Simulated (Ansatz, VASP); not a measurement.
**SiO2 (1T-SiO2 monolayer): VASP beside Ansatz**

Aim: how closely do two programs agree when they are given the same cell, functional and k mesh? The structure shown is the start of the Ansatz relaxation below; VASP solves that cell, so the two are compared at the walk's first step.

Method: plane waves, with VASP 6.6.1 beside it; single point at PBE with D4, in Ansatz 0.2.0.

### Step 1. Set-up

The cell holds 3 atoms: 2 O and 1 Si. Cell: a = 2.422 Å, b = 2.422 Å, c = 27.518 Å, α = 90.0°, β = 90.0°, γ = 120.0°. Vacuum lies along c. The height across the vacuum is the one that the program set for its solve, not the one typed.

As a file:

```cif
data_structure
_symmetry_space_group_name_H-M 'P 1'
_symmetry_Int_Tables_number 1
_cell_length_a 2.4218
_cell_length_b 2.4218
_cell_length_c 27.5181
_cell_angle_alpha 90.000
_cell_angle_beta 90.000
_cell_angle_gamma 120.000
_cell_volume 139.77
loop_
_atom_site_label
_atom_site_type_symbol
_atom_site_fract_x
_atom_site_fract_y
_atom_site_fract_z
_atom_site_occupancy
O1 O 0.66667 0.33333 0.32706 1
O2 O 0.33333 0.66667 0.39461 1
Si3 Si 0.00000 0.00000 0.36084 1
```

### Step 2. Ansatz: relaxation, PBE with D4

Ansatz runs on its default PAW (the set named soft_2) files.

The two programs are compared at the cell with which this relaxation starts, whose forces are those of its first step.

The input, input.yaml:

```yaml
crystal:
  lattice:
    - [2.421797, 0.0, 0.0]
    - [-1.2108985, 2.0973377248, 0.0]
    - [0.0, 0.0, 19.8590399999]
  atoms:
    - { symbol: O, position: [0.6666666667, 0.3333333333, 0.4531941121] }
    - { symbol: Si, position: [0.0, 0.0, 0.5] }
    - { symbol: O, position: [0.3333333333, 0.6666666667, 0.5468058879] }
  periodic: [true, true, false]
kpoints:
  mp_grid: { grid: [18, 18, 1] }
hamiltonian:
  xc: pbe
  dispersion: d4
scf:
  occupations: { method: fermi_dirac, width: 0.05 }
  convergence: { dr2_threshold: 1.0e-09 }
relax:
  f_tol: 0.004
  max_steps: 90
  cell: {}
output:
  write_potential: true
  write_density: true
  volumetric_format: npy
```

Launch:

```console
> ansatz run input.yaml --threads 2 --pin off --max-ram 3072MiB --backend cpu --events-out ev --progress --plain --runs-dir out
```

Numbers of over 12 decimals in the logs are rounded to 6 here.

The program printed:

```text
Warning: crystal.periodic: the lattice vector that does not repeat stood 0.000° off the slab's normal, 19.859 Å along it as the deck builds it. The run solves the slab on a vector along the normal, 27.518 Å long, with every atom where it was (on the deck's vector they left 18.00 Å outside them, and the widest stretch free of ions among them is 0.93 Å). A fractional position that the run reports is one of the run's ce [...]
Warning: relax.cell: scf.convergence.dr2_threshold = 1e-9 eV is looser than the 2.13315388713e-10 eV advised for a relaxation that steers and ends on the stress (1e-10 eV for each atom of the cell: 3, times the square of relax.cell.stress_2d_tol = 0.05 N/m over 11.9 Å (the atoms' height at the walk's start and 5 Å past either face), 4.216e-2 GPa, over a crystal's default 0.05). What an SCF threshold leaves in a stress goes as its square root, and in the free energy as the threshold itself, and one threshold admits the most on a small cell: [figures from the program's tests cut] Set scf.convergence.dr2_threshold to 2.13315388713e-10 eV or tighter. [rest of the remark cut]
crystal.periodic: the lattice vector that does not repeat stood 0.000° off the slab's normal, 19.859 Å along it as the deck builds it. The run solves the slab on a vector along the normal, 27.518 Å long, with every atom where it was (on the deck's vector they left 18.00 Å outside them, and the widest stretch free of ions among them is 0.93 Å). A fractional position that the run reports is one of the run's cell, which [...]
Engine: ansatz 0.2.0, x86_64-unknown-linux-gnu
Pseudopotentials: kind: paw
Pseudopotential: O, paw, valence charge 6, recommended cutoff 420 eV (normal), O.paw.azcp
Pseudopotential: Si, paw, valence charge 4, recommended cutoff 420 eV (normal), Si.paw.azcp
Functional definition: PBE
  parameter kappa = 0.804
  parameter beta = 0.066725
  exchange = pbe_x(kappa = kappa, mu = beta*pi^2/3)
  correlation = pbe_c(beta = beta)
Crystal: 3 atoms, lattice volume = 139.773 Å³
Basis set: ecut = 420 eV, 2641 PW (Γ), exchange–correlation on 36×36×384 points (8 copies of the dense FFT grid, shifted against one another)
Bands: 12, of which v1, the nominal top of the filled ones, is band 8 counted from 1 (7 counted from 0)
Symmetry: 12 space group operations
Space group: P-3m1 (ITA 164), of the structure as read, at distance tolerance 5.2e-5 Å
k-points: 37 of 324
[...]
Crystal: 3 atoms, lattice volume = 171.950 Å³
iter 1 solved again at ethr=1.14e-7 eV; its pass at ethr=3.10e-3 eV (dr2=1.83e-5 eV) is discarded
SCF iter   1: F=—  HF=-1773.628488 eV  |F-HF|=—  |Δ(HF+E_count)|=         —  Δρ=1.28e-4  dr2=2.20e-5  ethr=1.14e-7  ⟨swp⟩=4.1  Hψ=4384  notcnv=0
preconditioner: auto → none  [insulator: Δε(μ)=6.747 eV  Ē_g=17.898 eV  σ=0.050 eV  W_gap=1.00  n_scr=16 (ndim 8)  ℏωp=11.3 eV  f_vac=0.814  D(μ)=0.00/eV (n_scr^D=0)  ε∞_Penn≈1.4]
SCF iter   2: F=—  HF=-1773.628506 eV  |F-HF|=—  |Δ(HF+E_count)|=   1.80e-5  Δρ=4.06e-5  dr2=7.95e-7  ethr=1.14e-7  ⟨swp⟩=2.8  Hψ=890  notcnv=0
SCF iter   3: F=—  HF=-1773.628505 eV  |F-HF|=—  |Δ(HF+E_count)|=   2.48e-7  Δρ=1.78e-5  dr2=1.36e-7  ethr=4.97e-9  ⟨swp⟩=2.4  Hψ=814  notcnv=0
SCF iter   4: F=—  HF=-1773.628505 eV  |F-HF|=—  |Δ(HF+E_count)|=   9.46e-8  Δρ=1.74e-6  dr2=2.27e-9  ethr=8.52e-10  ⟨swp⟩=3.1  Hψ=939  notcnv=0
SCF iter   5: F=—  HF=-1773.628505 eV  |F-HF|=—  |Δ(HF+E_count)|=  2.51e-10  Δρ=1.34e-6  dr2=2.17e-9  ethr=6.25e-12  ⟨swp⟩=13.1  Hψ=3856  notcnv=0
SCF iter   6: F=-1773.628505 eV  HF=-1773.628505 eV  |F-HF|=1.46e-10  |Δ(HF+E_count)|=  6.71e-10  Δρ=4.33e-7  dr2=1.89e-10  ethr=6.25e-12  ⟨swp⟩=9.8  Hψ=3613  notcnv=0
SCF 9 converged in 6 iterations: F = -1773.628505 eV  dr2 = 1.89e-10
relax step   9: F+E_penalty+E_count = -1773.62850542 eV  Δ(F+E_penalty+E_count) = -1.282e-4 eV  max|allowed force component| = 1.360e-4 eV/Å  Δτ_max = 0.0013 Å  P = -0.000 N/m  Ω = 171.950 Å³  energy of the carried Pulay correction = -2.952e-3 eV  fix = [c, alpha, beta]  reactions: c -0.000 N/m  (6 SCF iters, accepted)
iter 1 solved again at ethr=4.02e-7 eV; its pass at ethr=3.10e-3 eV (dr2=6.43e-5 eV) is discarded
SCF iter   1: F=—  HF=-1773.630879 eV  |F-HF|=—  |Δ(HF+E_count)|=         —  Δρ=9.84e-5  dr2=1.80e-6  ethr=4.02e-7  ⟨swp⟩=6.1  Hψ=8109  notcnv=0
preconditioner: auto → none  [insulator: Δε(μ)=6.748 eV  Ē_g=17.868 eV  σ=0.050 eV  W_gap=1.00  n_scr=16 (ndim 8)  ℏωp=11.3 eV  f_vac=0.814  D(μ)=0.00/eV (n_scr^D=0)  ε∞_Penn≈1.4]
SCF iter   2: F=—  HF=-1773.631320 eV  |F-HF|=—  |Δ(HF+E_count)|=   4.41e-4  Δρ=4.62e-5  dr2=5.03e-7  ethr=1.13e-8  ⟨swp⟩=3.4  Hψ=1133  notcnv=0
SCF iter   3: F=—  HF=-1773.631509 eV  |F-HF|=—  |Δ(HF+E_count)|=   1.89e-4  Δρ=1.89e-5  dr2=8.30e-8  ethr=3.14e-9  ⟨swp⟩=3.3  Hψ=1037  notcnv=0
iter 4 met the thresholds in force, and the SCF goes on: an eigenvalue changes by 5.44 meV, over its tolerance of 1.02 meV (output.eigenvalues, Limitations)
SCF iter   4: F=-1773.631578 eV  HF=-1773.631577 eV  |F-HF|=1.50e-6  |Δ(HF+E_count)|=   6.74e-5  Δρ=1.49e-6  dr2=8.77e-10  ethr=6.25e-12  ⟨swp⟩=21.9  Hψ=6101  notcnv=0
iter 5 met the thresholds in force, and the SCF goes on: an eigenvalue changes by 6.71 meV, over its tolerance of 1.03 meV (output.eigenvalues, Limitations)
SCF iter   5: F=-1773.631578 eV  HF=-1773.631578 eV  |F-HF|=1.28e-7  |Δ(HF+E_count)|=   1.38e-6  Δρ=3.92e-7  dr2=8.12e-11  ethr=5.48e-12  ⟨swp⟩=14.3  Hψ=4399  notcnv=0
Mixer restart at iter 5: flushing history
SCF iter   6: F=-1773.631578 eV  HF=-1773.631578 eV  |F-HF|=1.82e-11  |Δ(HF+E_count)|=   1.28e-7  Δρ=6.68e-8  dr2=1.75e-11  ethr=1.00e-12  ⟨swp⟩=11.8  Hψ=3872  notcnv=0
SCF 10 converged in 6 iterations: F = -1773.631578 eV  dr2 = 1.75e-11
relax step  10: F+E_penalty+E_count = -1773.63157817 eV  Δ(F+E_penalty+E_count) = -3.073e-3 eV  max|allowed force component| = 1.413e-3 eV/Å  Δτ_max = 0.0000 Å  P = +0.036 N/m  Ω = 171.950 Å³  fix = [c, alpha, beta]  reactions: c +0.000 N/m  stress off target by 3.59e-2 N/m on what of the cell is left free  SCF on the basis re-selected at this cell (its energy is not comparable with the rows above)  (6 SCF iters)
basis re-selected at this cell: Δ(F+E_penalty+E_count) = -3.073e-3 eV, ΔP = +0.036 N/m vs the last step (what re-selecting the basis moved, of the pressure what is left beyond the Pulay correction that the steps carried, after the strain that the cell walked since its last selection, with what the two solves' SCF thresholds leave and, on support functions, any second-order correction that the steps lacked; it is no m [...]
WARN: The output density's exchange-correlation potential varies sharply where the density is thin. Do not read a vacuum level from v_tot or v_xc, or from such a field of the output density. On a cell that repeats whose density bears no net charge and no dipole along the vacuum's axis use v_es (v_loc + v_h of the components); under efield.dipole_correction with no amplitude use v_es + v_field, which holds any externa [...]
SCF converged after 6 iterations
an eigenvalue changed by more than its tolerance at an iteration that met the thresholds in force, so the SCF went on 2 times, its first undamped step at iteration 5: the last check found none over its tolerance
Free energy (F): -1773.631578 eV
Harris-Foulkes:  -1773.631578 eV  (|F-HF|=1.82e-11)
Internal energy: -1773.631578 eV  (E = F + TS)
E sigma→0 (E₀):  -1773.631578 eV
Fermi energy:    -5.527989 eV
--- Per-component energies (eV) ---
  E_band       = -254.689657
  E_kinetic    = 404.625565
  E_local      = -22262.053601  (includes V_loc(G=0)·N_el)
  E_nonlocal   = 117.945282
  E_hartree    = 10899.746808
  E_xc         = -205.888020
  E_vxc        = -239.551966  (∫ρ·V_xc dr)
  E_paw        = -829.871228  (= ΣΔE_a)
  E_vpaw       = -75.153399  (= ΣTr[D̂ρ^β])
  E_aug_tail   = 0.005052  (compensation charges beyond the density's cutoff)
  E_ewald      = 10102.343761
  E_disp       = -0.485196  (pairwise vdW)
  E_smearing   = -0.000000  (= −TS)
  E_closure    = 0.000000  (closes the sum)
  Σ components = -1773.631578   (vs F -1773.631578, Δ=0.00e0)
--- Forces (eV/Å), atoms counted from 1 ---
  atom   1  O      0.00000000     0.00000000    -0.00141312
  atom   2  Si    -0.00000000     0.00000000     0.00000000
  atom   3  O      0.00000000    -0.00000000     0.00141312
  max |Σ_I F_I| component: 3.94e-31 eV/Å
--- 2D stress c σ (N/m, compression-positive) ---
        0.035887      -0.000000      -0.000000
        0.000000       0.035887      -0.000000
       -0.000000      -0.000000       0.000000
  P = ½ c Tr σ = 0.0359 N/m
--- Band table (eV; the first three rows and the last of 37) ---
  k-point 0: bands = [... 4 lower, -10.8933, -9.8271, -9.8271, -9.5732, -2.2505, -0.5191 (-0.5196°), -0.1636, -0.0691]
  k-point 1: bands = [... 4 lower, -10.9771, -10.0078, -9.8171, -9.4297, -2.0504, -0.4002 (-0.4011°), -0.0327, 0.0162]
  k-point 2: bands = [... 4 lower, -11.1934, -10.4773, -9.8107, -9.2119, -1.5364 (-1.5364°), -0.1209 (-0.1223°), 0.2578, 0.3754]
  k-point 36: bands = [... 4 lower, -14.5147, -12.9066, -9.6047, -9.6047, 1.7257, 5.0650, 5.0650, 5.0688]
  ° read free of the cell's end (the report's vacuum.weakly_bound_levels)
--- Relaxed structure (8 steps of the walk, 8 accepted, 2 SCFs on fresh bases) ---
  F+E_penalty+E_count = -1773.63157817 eV   max|allowed force component| = 1.413e-3 eV/Å   (the final SCF, on the basis selected at the relaxed cell)
  cell:  # Å, volume = 171.9499 Å³
    - [2.686127, 0, 0]
    - [-1.343064, 2.326255, 0]
    - [0, 0, 27.518080]
  atoms:
    - { symbol: O, position: [0.666667, 0.333333, 0.327493] }
    - { symbol: Si, position: [0, 0, 0.360836] }
    - { symbol: O, position: [0.333333, 0.666667, 0.394179] }
```

In the SCF lines HF is the Harris–Foulkes energy and dr2 the Hartree energy of the density residual, in eV; the loop may stop once dr2 is under the threshold and the program's other checks hold. Hψ counts applications of the Hamiltonian.

### Step 3. VASP: single point, PBE with D4, start cell

The same cell, functional, mesh and smearing now go to VASP, with its own data sets.

Lines of VASP's logs that name or quote its potential files are left out, and so is its time.

The input, INCAR:

```
SYSTEM = SiO2
PREC = Accurate
ENCUT = 520
EDIFF = 1E-06
NELM = 120
ISMEAR = -1
SIGMA = 0.05
LREAL = .FALSE.
ALGO = Normal
GGA = PE
IVDW = 13
NBANDS = 14
LORBIT = 11
LWAVE = .FALSE.
LCHARG = .FALSE.
ISIF = 2
LDIPOL = .TRUE.
IDIPOL = 3
DIPOL = 0.5 0.5 0.361
LVHAR = .TRUE.
LASPH = .TRUE.
GGA_COMPAT = .FALSE.
EFERMI = MIDGAP
NELMDL = -8
```

The input, POSCAR:

```
SiO2
1.0
    2.4217970000      0.0000000000      0.0000000000
   -1.2108980000      2.0973380000      0.0000000000
    0.0000000000      0.0000000000     27.5180800000
O Si
2 1
Direct
    0.6666664709      0.3333334923      0.3270577017
    0.3333331162      0.6666665077      0.3946147406
    0.0000000000      0.0000000000      0.3608362211
```

The input, KPOINTS:

```
Automatic mesh
0
Gamma
18 18 1
0 0 0
```

PAW data sets: O and Si (PBE family, release 64).

Launch:

```console
> mpirun -np 1 vasp_std
```

The program printed:

```text
[banner, memory and clock lines left out]
running    1 mpi-ranks, on    1 nodes
 distrk:  each k-point on    1 cores,    1 groups
 distr:  one band on    1 cores,    1 groups

 POSCAR found type information on POSCAR O Si
 POSCAR found :  2 types and       3 ions
 LDA part: xc-table for (Slater+PW92), standard interpolation
 POSCAR, INCAR and KPOINTS ok, starting setup
 FFT: planning ... GRIDC
 FFT: planning ... GRID_SOFT
 FFT: planning ... GRID
 WAVECAR not read
 entering main loop
       N       E                     dE             d eps       ncg     rms          rms(c)
DAV:   1     0.135552861506E+03    0.13555E+03   -0.71004E+03  1180   0.870E+02
DAV:   2    -0.118940112913E+02   -0.14745E+03   -0.12806E+03  1674   0.211E+02
DAV:   3    -0.232574711008E+02   -0.11363E+02   -0.11304E+02  1402   0.732E+01
DAV:   4    -0.234173428601E+02   -0.15987E+00   -0.15959E+00  1378   0.988E+00
DAV:   5    -0.234203155849E+02   -0.29727E-02   -0.29724E-02  1336   0.129E+00
DAV:   6    -0.234203953428E+02   -0.79758E-04   -0.79755E-04  1402   0.206E-01
DAV:   7    -0.234203981385E+02   -0.27957E-05   -0.27957E-05  1368   0.353E-02
DAV:   8    -0.234203982546E+02   -0.11612E-06   -0.11610E-06  1220   0.665E-03    0.155E+01
DAV:   9    -0.211804101676E+02    0.22400E+01   -0.60594E+00  1384   0.208E+01    0.790E+00
DAV:  10    -0.211331291168E+02    0.47281E-01   -0.99706E-01  1474   0.683E+00    0.214E+00
DAV:  11    -0.211161339376E+02    0.16995E-01   -0.62121E-02  1456   0.220E+00    0.733E-01
DAV:  12    -0.211102153159E+02    0.59186E-02   -0.10185E-02  1480   0.857E-01    0.193E-01
DAV:  13    -0.211093128858E+02    0.90243E-03   -0.97063E-04  1372   0.242E-01    0.809E-02
DAV:  14    -0.211088312757E+02    0.48161E-03   -0.55528E-04  1420   0.184E-01    0.479E-02
[...]
DAV:  18    -0.211095033826E+02   -0.11286E-03   -0.94679E-06  1270   0.221E-02    0.577E-03
DAV:  19    -0.211096758729E+02   -0.17249E-03   -0.13495E-05  1204   0.206E-02    0.400E-03
DAV:  20    -0.211097151761E+02   -0.39303E-04   -0.33523E-06  1276   0.106E-02    0.157E-03
DAV:  21    -0.211097423892E+02   -0.27213E-04   -0.11565E-06  1116   0.631E-03    0.290E-03
DAV:  22    -0.211097496532E+02   -0.72640E-05   -0.14682E-07   986   0.264E-03    0.478E-04
DAV:  23    -0.211097519291E+02   -0.22759E-05   -0.93329E-08   938   0.218E-03    0.142E-03
DAV:  24    -0.211097529441E+02   -0.10150E-05   -0.33039E-08   932   0.147E-03    0.888E-05
DAV:  25    -0.211097531098E+02   -0.16573E-06   -0.76255E-09  1094   0.659E-04
   1 F= -.21713366E+02 E0= -.21713366E+02  d E =0.000000E+00
```

Parts of OUTCAR (step 3):

```text
ion  position               nearest neighbor table
   1  0.667  0.333  0.327-   3 1.68   3 1.68   3 1.68
   2  0.333  0.667  0.395-   3 1.68   3 1.68   3 1.68
   3  0.000  0.000  0.361-   1 1.68   2 1.68   1 1.68   2 1.68   1 1.68   2 1.68

  LATTYP: Found a hexagonal cell.
 ALAT       =     2.4217970000
 C/A-ratio  =    11.3626699513

 Subroutine GETGRP returns: Found 12 space group operations
 (whereof  6 operations were pure point group operations)

The static configuration has the point symmetry C_3v.
 The point group associated with its full space group is D_3d.

 Found     37 irreducible k-points:

   k-points           NKPTS =     37   k-points in BZ     NKDIM =     37   number of bands    NBANDS=     14

   dimension x,y,z NGX =    18 NGY =   18 NGZ =  210
   dimension x,y,z NGXF=    36 NGYF=   36 NGZF=  420

   ENCUT  =  520.0 eV  38.22 Ry    6.18 a.u.   4.50  4.50 51.17*2*pi/ulx,y,z

   NELECT =      16.0000    total number of electrons

 k-points in reciprocal lattice and weights: Automatic mesh
   0.00000000  0.00000000  0.00000000       0.003
   0.05555556  0.00000000  0.00000000       0.019
   0.11111111  0.00000000  0.00000000       0.019
   0.16666667  0.00000000  0.00000000       0.019
   0.22222222  0.00000000  0.00000000       0.019
   0.27777778  0.00000000  0.00000000       0.019
   0.33333333  0.00000000  0.00000000       0.019
   0.38888889  0.00000000  0.00000000       0.019
   0.44444444  0.00000000  0.00000000       0.019
[...]
0.33333333  0.27777778  0.00000000       0.037
   0.33333333  0.33333333  0.00000000       0.006

 dipolmoment           0.000000      0.000000      0.000001 electrons x Angstroem

 average (electrostatic) potential at core
       1 -80.3254       2 -80.3254       3 -94.1127

 E-fermi :  -2.4381

 k-point     1 :       0.0000    0.0000    0.0000
  band No.  band energies     occupation
    ...
      4      -8.2493      2.00000
      5      -8.2493      2.00000
      6      -7.8810      2.00000
      7      -6.8538      2.00000
      8      -6.8538      2.00000
      9       1.9775      0.00000
     10       2.2437      0.00000
     11       2.5525      0.00000
     12       2.9521      0.00000
     13       3.3469      0.00000
    ...

 k-point     2 :       0.0556    0.0000    0.0000
  band No.  band energies     occupation
    ...
      4      -8.8022      2.00000
      5      -8.3271      2.00000
      6      -7.5931      2.00000
      7      -7.0914      2.00000
      8      -6.8840      2.00000
      9       2.0914      0.00000
     10       2.3399      0.00000
     11       2.6591      0.00000
     12       3.0539      0.00000
     13       3.4605      0.00000
    ...

 k-point     3 :       0.1111    0.0000    0.0000
  band No.  band energies     occupation
    ...
      4      -9.7605      2.00000
      5      -8.5393      2.00000
      6      -7.8119      2.00000
      7      -7.2847      2.00000
      8      -6.9767      2.00000
      9       2.4209      0.00000
     10       2.6260      0.00000
     11       2.9777      0.00000
     12       3.3591      0.00000
     13       3.7913      0.00000
    ...

  DFT-D4 for vdW energy calculation

  Edisp (eV):   -0.60361

  Total      15.84483    15.84484     4.47077     0.00000    -0.00000     0.00000
  in kB     181.62428   181.62433    51.24705     0.00004    -0.00000     0.00000
  external pressure =      138.17 kB  Pullay stress =        0.00 kB

  energy-cutoff  :      520.00
  volume of cell :      139.77
      direct lattice vectors                 reciprocal lattice vectors
     2.421797000  0.000000000  0.000000000     0.412916524  0.238397337  0.000000000
    -1.210898000  2.097338000  0.000000000     0.000000000  0.476794870  0.000000000
     0.000000000  0.000000000 27.518080000     0.000000000  0.000000000  0.036339745

 POSITION                                       TOTAL-FORCE (eV/Angst)
 -----------------------------------------------------------------------------------
      1.21090      0.69911      9.00000         0.000000     -0.000000     -2.428542
     -0.00000      1.39822     10.85904        -0.000000      0.000000      2.428542
      0.00000      0.00000      9.92952         0.000000      0.000000      0.000000
 -----------------------------------------------------------------------------------
    total drift:                                0.001158     -0.000000     -0.000003

  FREE ENERGIE OF THE ION-ELECTRON SYSTEM (eV)
  ---------------------------------------------------
  free  energy   TOTEN  =       -21.7133656839 eV

  energy  without entropy=      -21.7133656839  energy(sigma->0) =      -21.71336568

 vacuum level on the upper side and lower side of the slab         2.500         2.500

 total charge
# of ion       s       p       d       tot
------------------------------------------
    1        1.583   3.768   0.000   5.351
    2        1.583   3.768   0.000   5.351
    3        0.659   1.134   0.000   1.793
--------------------------------------------------
tot          3.825   8.669   0.000  12.494

[... 3 further parts left out ...]
```

### Step 4. Differences

Known differences besides the potentials themselves: Ansatz cuts the interaction across the vacuum, VASP repeats the sheet with a dipole correction; the cutoff is 420 eV in Ansatz and 520 eV in VASP. Total energies have different zeros and are not compared.

Forces (eV/Å; atoms numbered as in POSCAR):

```tsv
atom	Ansatz x, y, z	VASP x, y, z
O1	0.000, 0.000, -2.373	0.000, 0.000, -2.429
O2	0.000, 0.000, 2.373	0.000, 0.000, 2.429
Si3	0.000, 0.000, 0.000	0.000, 0.000, 0.000
```

The forces differ by 26 meV/Å r.m.s., which is 2.3 % of the r.m.s. force of 1.145 eV/Å (both taken over all components). With vacuum in the cell, a pressure given here is an average over mostly empty space and none of the material.

### Step 5. Results

```yaml
r_m_s_force_difference_single_point_pbe_with_d4_start_cell: 2.3 % of the r.m.s. force
```

In words: The r.m.s. force difference is 2.3 % of the r.m.s. force (single point, PBE with D4, start cell), within the 3 % picked in this series as the mark of a large difference. 1 further run of this series is not shown here. How closely two codes agree says nothing of how well the functional describes the real material.

[Lines on the potential files, build, host, timing and source positions are cut from VASP's logs without a mark.]

[Logs are printed without paths, hosts, clocks, repeated set-up lines and the standing remarks that a program may print on its own settings, such as how far it seeks lower states.]

[Hosts, paths, dates, database ids (printed as entryN), source tags and the programs' standing remarks are cut or masked in the printed files.]
